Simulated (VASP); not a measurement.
Input:

```
CELL_PARAMETERS angstrom
      3.92368     0.00000     0.00000
      0.00000     3.92368     0.00000
      0.00000     0.00000     3.92368
ATOMIC_POSITIONS crystal
  Cu 0.00000 0.50000 0.50000
  Cu 0.50000 0.00000 0.50000
  Cu 0.50000 0.50000 0.00000
  Au 0.00000 0.00000 0.00000
```

All values below come from vdW-DF2, VASP's PBE PAW potentials (set 64) (plane waves; VASP). Numerical set-up: 520 eV cut-off, Gaussian smearing of 0.050 eV, potentials Cu Au.

### Question
Give the energies of bands 12 to 25 at the high-symmetry points, in eV from the Fermi level.

### Answer

```
band      Γ      X      M      R
----  -----  -----  -----  -----
12    -2.21  -2.42  -2.83  -2.68
13    -1.71  -2.35  -2.83  -1.69
14    -1.71  -2.35  -2.31  -1.69
15    -1.71  -2.20  -2.31  -1.69
16    -1.58  -2.20  -2.31  -1.69
17    -1.58  -2.20  -2.22  -1.69
18    -1.58  -2.13  -2.22  -1.68
19    -1.51  -2.00  -2.11  -1.68
20    -1.51  -1.91  -2.07  -1.68
21    -1.51  -1.58  -0.64  -0.46
22     1.54  -1.51  -0.64  -0.42
23     1.54   5.46  -0.64  -0.42
24     1.54   5.46   0.09  -0.42
25     5.03   5.82   8.00   1.77
```

It has no gap at this level: it comes out as a metal or semimetal.

The compound is Cu3Au in the L1_2 structure. It was relaxed first, which changed the volume by +15 %.
